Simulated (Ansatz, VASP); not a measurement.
# Zr (Zr strained to the junction's net): VASP beside Ansatz

Wanted: the spread between two codes on one cell, functional and k mesh. The structure shown is the end of the Ansatz relaxation below.

Main program and level: Ansatz 0.2.0; plane waves, with VASP 6.6.1 beside it; single point at PBE.

## (1) The starting structure

The structure is hexagonal, space group P6_3/mmc (No. 194). Conventional cell: a = 3.190 Å, b = 3.190 Å, c = 5.232 Å, α = 90.00°, β = 90.00°, γ = 120.00°. Nearest to Zr lie 12 Zr at 3.19 to 3.20 Å.

## (2) Ansatz: relaxation, PBE

Ansatz runs on its default PAW (the set named soft_2) files.

This run makes the geometry at which the two programs are then compared.

Contents of input.yaml:

```yaml
crystal:
  lattice:
    - [3.19, 0.0, 0.0]
    - [-1.595, 2.7626210381, 0.0]
    - [0.0, 0.0, 5.2148173375]
  atoms:
    - { symbol: Zr, position: [0.0, 0.0, 0.0] }
    - { symbol: Zr, position: [0.3333333333, 0.6666666667, 0.5] }
kpoints:
  mp_grid: { grid: [12, 12, 6] }
scf:
  occupations: { method: fermi_dirac, width: 0.1 }
  max_iter: 150
hamiltonian:
  xc: pbe
relax:
  f_tol: 0.01
  max_steps: 40
  cell: { fix: [a, b, angles] }
```

Command:

```bash
> ansatz run input.yaml --threads 4 --pin off --max-ram 12288MiB --backend cpu --events-out ev --progress --plain --runs-dir out
```

Numbers of over 12 decimals in the logs are rounded to 6 here.

Log:

```text
Engine: ansatz 0.2.0, aarch64-unknown-linux-gnu
Pseudopotentials: kind: paw
Pseudopotential: Zr, paw, valence charge 12, recommended cutoff 420 eV (normal), Zr.paw.azcp
Functional definition: PBE
  parameter kappa = 0.804
  parameter beta = 0.066725
  exchange = pbe_x(kappa = kappa, mu = beta*pi^2/3)
  correlation = pbe_c(beta = beta)
Crystal: 2 atoms, lattice volume = 45.957 Å³
Basis set: ecut = 420 eV, 917 PW (Γ), exchange–correlation on 48×48×72 points (8 copies of the dense FFT grid, shifted against one another)
Bands: 16, of which v1, the nominal top of the filled ones, is band 12 counted from 1 (11 counted from 0)
Symmetry: 24 space group operations
Space group: P63/mmc (ITA 194), of the structure as read, at distance tolerance 3.6e-5 Å
k-points: 76 of 864
Non-local potential: Zr, projectors of the file, l = 0: 3, l = 1: 2, l = 2: 2, l = 3: 2
PAW form: soft (Blöchl's): semilocal exchange-correlation on the pseudo side does not see the compensation charge
PAW one-centre angular grid: Zr, 590 points (default); XC on 64 Gauss nodes
Initial density: superposition of atomic densities (neutral atoms: chi_scale 0, normalization atom), corrected by the library's trained network
Initial wavefunctions: pseudopotential atomic-orbital guess
Functional: x = pbe(κ = 0.804, μ = 0.219515), c = pbe(β = 0.066725)
SCF iter   1: F=—  HF=-8367.697155 eV  |F-HF|=—  |Δ(HF+E_count)|=         —  Δρ=2.62e-3  dr2=1.06e-3  ethr=1.77e-3  ⟨swp⟩=4.8  Hψ=5152  notcnv=0
preconditioner: auto → Kerker (q_TF=auto, 2.448 Å⁻¹)  [metal: Δε(μ)=0.017 eV  Ē_g=3.174 eV  σ=0.100 eV  W_gap=0.04  n_scr=10 (ndim 8)  ℏωp=15.5 eV  f_vac=0.000  D(μ)=2.20/eV (n_scr^D=22)]
SCF iter   2: F=—  HF=-8367.696523 eV  |F-HF|=—  |Δ(HF+E_count)|=   6.32e-4  Δρ=1.60e-3  dr2=4.53e-4  ethr=4.41e-6  ⟨swp⟩=2.5  Hψ=2643  notcnv=0
SCF iter   3: F=—  HF=-8367.696869 eV  |F-HF|=—  |Δ(HF+E_count)|=   3.47e-4  Δρ=3.02e-4  dr2=2.61e-5  ethr=1.89e-6  ⟨swp⟩=3.0  Hψ=2187  notcnv=0
SCF iter   4: F=—  HF=-8367.696867 eV  |F-HF|=—  |Δ(HF+E_count)|=   2.13e-6  Δρ=1.20e-4  dr2=4.91e-6  ethr=1.09e-7  ⟨swp⟩=2.4  Hψ=2061  notcnv=0
iter 5 did not close the SCF: its close was put off for the readings that it lacked (scf_convergence_deferred on its scf_iter line)
SCF iter   5: F=-8367.696867 eV  HF=-8367.696867 eV  |F-HF|=5.01e-9  |Δ(HF+E_count)|=   7.30e-7  Δρ=1.55e-5  dr2=7.27e-8  ethr=2.04e-8  ⟨swp⟩=2.2  Hψ=1976  notcnv=0
SCF iter   6: F=-8367.696867 eV  HF=-8367.696867 eV  |F-HF|=1.15e-9  |Δ(HF+E_count)|=   3.91e-9  Δρ=3.76e-6  dr2=3.79e-9  ethr=3.03e-10  ⟨swp⟩=2.0  Hψ=4586  notcnv=0
SCF 1 converged in 6 iterations: F = -8367.696867 eV  dr2 = 3.79e-9
  greatest PAW one-centre occupation: 0.996 electrons in one spin orbital (limit 2), on the Zr atom at site 1 (counted from 0), in its partial waves of l = 0
relax step   1: F+E_penalty+E_count = -8367.69686661 eV  Δ(F+E_penalty+E_count) = +0.000e0 eV  max|allowed force component| = 9.714e-17 eV/Å  Δτ_max = 0.0000 Å  P = +1.691 GPa  Ω = 45.957 Å³  fix = [a, b, alpha, beta, gamma]  reactions: a +2.266, b +2.266 GPa  (6 SCF iters, dr2 threshold 1.00e-7 eV, accepted)
[...]
relax step   2: F+E_penalty+E_count = -8367.69702576 eV  Δ(F+E_penalty+E_count) = -1.591e-4 eV  max|allowed force component| = 5.089e-17 eV/Å  Δτ_max = 0.0000 Å  P = +1.174 GPa  Ω = 46.191 Å³  energy of the carried Pulay correction = -2.772e-5 eV  fix = [a, b, alpha, beta, gamma]  reactions: a +1.900, b +1.900 GPa  (6 SCF iters, dr2 threshold 2.00e-7 eV, accepted)
[...]
relax step   3: F+E_penalty+E_count = -8367.69710579 eV  Δ(F+E_penalty+E_count) = -8.003e-5 eV  max|allowed force component| = 7.401e-17 eV/Å  Δτ_max = 0.0000 Å  P = +1.348 GPa  Ω = 46.111 Å³  energy of the carried Pulay correction = -1.828e-5 eV  fix = [a, b, alpha, beta, gamma]  reactions: a +2.024, b +2.024 GPa  (3 SCF iters, dr2 threshold 1.96e-7 eV, accepted)
[...]
relax step   4: F+E_penalty+E_count = -8367.69712364 eV  Δ(F+E_penalty+E_count) = -1.785e-5 eV  max|allowed force component| = 5.551e-17 eV/Å  Δτ_max = 0.0000 Å  P = +1.349 GPa  Ω = 46.111 Å³  fix = [a, b, alpha, beta, gamma]  reactions: a +2.024, b +2.024 GPa  stress off target by 2.78e-3 GPa on what of the cell is left free  SCF on the basis re-selected at this cell (its energy is not comparable with the rows above)  (4 SCF iters)
basis re-selected at this cell: Δ(F+E_penalty+E_count) = -1.785e-5 eV, ΔP = +0.000 GPa vs the last step (what re-selecting the basis moved, of the pressure what is left beyond the Pulay correction that the steps carried, after the strain that the cell walked since its last selection, with what the two solves' SCF thresholds leave and, on support functions, any second-order correction that the steps lacked; it is no m [...]
SCF converged after 4 iterations
Free energy (F): -8367.697124 eV
Harris-Foulkes:  -8367.697124 eV  (|F-HF|=1.82e-12)
Internal energy: -8367.622756 eV  (E = F + TS)
E sigma→0 (E₀):  -8367.659940 eV
Entropy (-TS):   -0.074368 eV (-37.184 meV/atom)
Fermi energy:    14.126201 eV
--- Per-component energies (eV) ---
  E_band       = -189.371786
  E_kinetic    = 665.905645
  E_local      = -1244.602825  (includes V_loc(G=0)·N_el)
  E_nonlocal   = 161.200760
  E_hartree    = 385.465881
  E_xc         = -323.122230
  E_vxc        = -381.600767  (∫ρ·V_xc dr)
  E_paw        = -5908.312768  (= ΣΔE_a)
  E_vpaw       = -161.206412  (= ΣTr[D̂ρ^β])
  E_aug_tail   = 0.000049  (compensation charges beyond the density's cutoff)
  E_ewald      = -2104.157268
  E_smearing   = -0.074368  (= −TS)
  E_closure    = -0.000000  (closes the sum)
  Σ components = -8367.697124   (vs F -8367.697124, Δ=0.00e0)
--- Forces (eV/Å), atoms counted from 1 ---
  atom   1  Zr    -0.00000000    -0.00000000     0.00000000
  atom   2  Zr     0.00000000     0.00000000     0.00000000
  max |Σ_I F_I| component: 1.85e-17 eV/Å
--- Stress (GPa, compression-positive) ---
        2.024417       0.000000       0.000000
        0.000000       2.024417       0.000000
        0.000000       0.000000      -0.002781
  P = ⅓ Tr σ = 1.3487 GPa (13.487 kbar)
--- Band table (eV; the first three rows and the last of 76) ---
  k-point 0: bands = [... 8 lower, 8.4989, 11.0947, 14.9333, 15.0781, 15.0781, 15.1423, 15.7130, 15.7130]
  k-point 1: bands = [... 8 lower, 8.7222, 11.0605, 14.7695, 14.7732, 15.0006, 15.0006, 15.5722, 15.5722]
  k-point 2: bands = [... 8 lower, 9.3365, 10.8109, 14.1842, 14.3964, 14.9373, 14.9373, 15.2791, 15.2791]
  k-point 75: bands = [... 8 lower, 12.7252, 12.7252, 12.9068, 12.9068, 14.1467, 14.1467, 16.1532, 16.1532]
--- Relaxed structure (3 steps of the walk, 3 accepted, 1 SCFs on fresh bases) ---
  F+E_penalty+E_count = -8367.69712364 eV   max|allowed force component| = 5.551e-17 eV/Å   (the final SCF, on the basis selected at the relaxed cell)
  cell:  # Å, volume = 46.1110 Å³
    - [3.190000, 0, 0.0]
    - [-1.595000, 2.762621, 0.0]
    - [0.0, 0.0, 5.232299]
  atoms:
    - { symbol: Zr, position: [9.251858539620023e-18, -5.08852219630634e-17, 0.0] }
    - { symbol: Zr, position: [0.333333, 0.666667, 0.5] }
```

## (3) VASP: single point, PBE

The same cell, functional, mesh and smearing now go to VASP, with its own data sets.

Lines of VASP's logs that name or quote its potential files are left out, and so is its time.

Contents of INCAR:

```
SYSTEM = Zr
PREC = Accurate
ENCUT = 500
EDIFF = 1E-06
NELM = 120
ISMEAR = -1
SIGMA = 0.1
LREAL = .FALSE.
ALGO = Normal
GGA = PE
NBANDS = 18
LASPH = .TRUE.
LORBIT = 11
LWAVE = .FALSE.
LCHARG = .FALSE.
ISIF = 2
GGA_COMPAT = .FALSE.
```

Contents of POSCAR:

```
Zr
1.0
    3.1900000000      0.0000000000      0.0000000000
   -1.5950000000      2.7626210381      0.0000000000
    0.0000000000      0.0000000000      5.2322987922
Zr
2
Direct
    0.0000000000      1.0000000000      0.0000000000
    0.3333333334      0.6666666666      0.5000000000
```

Contents of KPOINTS:

```
Automatic mesh
0
Gamma
12 12 6
0 0 0
```

PAW data sets: Zr_sv (PBE family, release 64).

Command:

```bash
> mpirun -np 1 vasp_std
```

Log:

```text
[banner, memory and clock lines left out]
running    1 mpi-ranks, on    1 nodes
 distrk:  each k-point on    1 cores,    1 groups
 distr:  one band on    1 cores,    1 groups

 POSCAR found type information on POSCAR Zr
 POSCAR found :  1 types and       2 ions
 LDA part: xc-table for (Slater+PW92), standard interpolation
 POSCAR, INCAR and KPOINTS ok, starting setup
 FFT: planning ... GRIDC
 FFT: planning ... GRID_SOFT
 FFT: planning ... GRID
 WAVECAR not read
 entering main loop
       N       E                     dE             d eps       ncg     rms          rms(c)
DAV:   1     0.213579379330E+03    0.21358E+03   -0.13308E+04  2736   0.130E+03
DAV:   2    -0.396869869160E+01   -0.21755E+03   -0.21382E+03  3210   0.371E+02
DAV:   3    -0.174083822002E+02   -0.13440E+02   -0.13303E+02  4904   0.696E+01
DAV:   4    -0.177428716656E+02   -0.33449E+00   -0.33402E+00  3204   0.105E+01
DAV:   5    -0.177526611986E+02   -0.97895E-02   -0.97855E-02  4162   0.136E+00    0.146E+01
DAV:   6    -0.171712991001E+02    0.58136E+00   -0.91665E-01  2948   0.764E+00    0.578E+00
DAV:   7    -0.170599678673E+02    0.11133E+00   -0.60452E-01  3896   0.539E+00    0.112E+00
DAV:   8    -0.170661207059E+02   -0.61528E-02   -0.38420E-02  3590   0.151E+00    0.279E-01
DAV:   9    -0.170663578403E+02   -0.23713E-03   -0.16734E-03  3408   0.392E-01    0.332E-02
DAV:  10    -0.170663157553E+02    0.42085E-04   -0.46120E-05  3742   0.411E-02    0.235E-02
DAV:  11    -0.170663169278E+02   -0.11724E-05   -0.10071E-05  3022   0.363E-02    0.270E-03
DAV:  12    -0.170663169510E+02   -0.23273E-07   -0.33943E-07  1672   0.435E-03
   1 F= -.17066317E+02 E0= -.17029152E+02  d E =-.743307E-01
```

Parts of OUTCAR (step 3):

```text
ion  position               nearest neighbor table
   1  0.000  0.000  0.000-   2 3.20   2 3.20   2 3.20   2 3.20   2 3.20   2 3.20
   2  0.333  0.667  0.500-   1 3.20   1 3.20   1 3.20   1 3.20   1 3.20   1 3.20

  LATTYP: Found a hexagonal cell.
 ALAT       =     3.1900000000
 C/A-ratio  =     1.6402190571

 Subroutine GETGRP returns: Found 24 space group operations
 (whereof 12 operations were pure point group operations)

The static configuration has the point symmetry D_3h.
 The point group associated with its full space group is D_6h.

 Found     76 irreducible k-points:

   k-points           NKPTS =     76   k-points in BZ     NKDIM =     76   number of bands    NBANDS=     18

   dimension x,y,z NGX =    24 NGY =   24 NGZ =   40
   dimension x,y,z NGXF=    48 NGYF=   48 NGZF=   80

   ENCUT  =  500.0 eV  36.75 Ry    6.06 a.u.   5.82  5.82  9.54*2*pi/ulx,y,z

   NELECT =      24.0000    total number of electrons

 k-points in reciprocal lattice and weights: Automatic mesh
   0.00000000  0.00000000  0.00000000       0.001
   0.08333333 -0.00000000  0.00000000       0.007
   0.16666667  0.00000000  0.00000000       0.007
   0.25000000  0.00000000  0.00000000       0.007
   0.33333333 -0.00000000  0.00000000       0.007
   0.41666667 -0.00000000  0.00000000       0.007
   0.50000000  0.00000000  0.00000000       0.003
   0.08333333  0.08333333  0.00000000       0.007
   0.16666667  0.08333333  0.00000000       0.014
[...]
0.33333333  0.25000000  0.50000000       0.014
   0.33333333  0.33333333  0.50000000       0.002

 average (electrostatic) potential at core
       1 -74.4712       2 -74.4712

 E-fermi :   9.0650

 k-point     1 :       0.0000    0.0000    0.0000
  band No.  band energies     occupation
    ...
      6     -17.2318      2.00000
      7     -17.1913      2.00000
      8     -17.1913      2.00000
      9       3.4278      2.00000
     10       6.0299      2.00000
     11       9.8728      0.00062
     12      10.0177      0.00015
     13      10.0177      0.00015
     14      10.0794      0.00008
     15      10.6526      0.00000
    ...

 k-point     2 :       0.0833   -0.0000    0.0000
  band No.  band energies     occupation
    ...
      6     -17.2460      2.00000
      7     -17.2395      2.00000
      8     -17.1990      2.00000
      9       3.6286      2.00000
     10       6.2196      2.00000
     11       9.5068      0.02383
     12       9.7227      0.00278
     13      10.2053      0.00002
     14      10.2673      0.00001
     15      10.4820      0.00000
    ...

 k-point     3 :       0.1667    0.0000    0.0000
  band No.  band energies     occupation
    ...
      8     -17.2214      2.00000
      9       4.1911      2.00000
     10       6.7009      2.00000
     11       8.9421      1.54735
     12       8.9626      1.47181
     13      10.0086      0.00016
     14      10.7550      0.00000
     15      10.7652      0.00000
     16      10.8032      0.00000
     17      10.9077      0.00000
    ...

  Total        0.5937732      0.5937732      0.0068728      0.0000000      0.0000000      0.0000000
  in kB       20.6313012     20.6313012      0.2388025      0.0000000      0.0000000      0.0000000
  external PRESSURE =      13.8338016 kB  Pullay stress =       0.0000000 kB

  energy-cutoff  :      500.00
  volume of cell :       46.11
      direct lattice vectors                 reciprocal lattice vectors
     3.190000000  0.000000000  0.000000000     0.313479624  0.180987545  0.000000000
    -1.595000000  2.762621038  0.000000000     0.000000000  0.361975090  0.000000000
     0.000000000  0.000000000  5.232298792     0.000000000  0.000000000  0.191120584

 POSITION                                       TOTAL-FORCE (eV/Angst)
 -----------------------------------------------------------------------------------
      0.00000      0.00000      0.00000         0.000000      0.000000      0.000000
      0.00000      1.84175      2.61615        -0.000000     -0.000000      0.000000
 -----------------------------------------------------------------------------------
    total drift:                               -0.000001      0.000000      0.000000

  FREE ENERGIE OF THE ION-ELECTRON SYSTEM (eV)
  ---------------------------------------------------
  free  energy   TOTEN  =       -17.0663169510 eV

  energy  without entropy=      -16.9919862828  energy(sigma->0) =      -17.02915162

 total charge
# of ion       s       p       d       tot
------------------------------------------
    1        2.234   5.959   1.640   9.834
    2        2.234   5.959   1.640   9.834
--------------------------------------------------
tot          4.468  11.918   3.281  19.667

[... 3 further parts left out ...]
```

The run ends at a pressure of 1.38 GPa.

## (4) Comparison

Known differences besides the potentials themselves: the cutoff is 420 eV in Ansatz and 500 eV in VASP; Ansatz's pressure holds a Pulay correction, VASP's none. Total energies have different zeros and are not compared.

Both answers:

| quantity | Ansatz | VASP | difference |
| --- | --- | --- | --- |
| pressure (GPa) | 1.35 | 1.38 | -0.03 |

## (5) Summary of results

```
difference in pressure (single point, PBE) : -0.035 GPa
```

What this shows: The difference in pressure is -0.035 GPa (single point, PBE), within the 1 GPa picked in this series as the mark of a large difference. How closely two codes agree says nothing of how well the functional describes the real material.

[Lines on the potential files, build, host, timing and source positions are cut from VASP's logs without a mark.]

[Logs are printed without paths, hosts, clocks, repeated set-up lines and the standing remarks that a program may print on its own settings, such as how far it seeks lower states.]

[Hosts, paths, dates, database ids (printed as entryN), source tags and the programs' standing remarks are cut or masked in the printed files.]
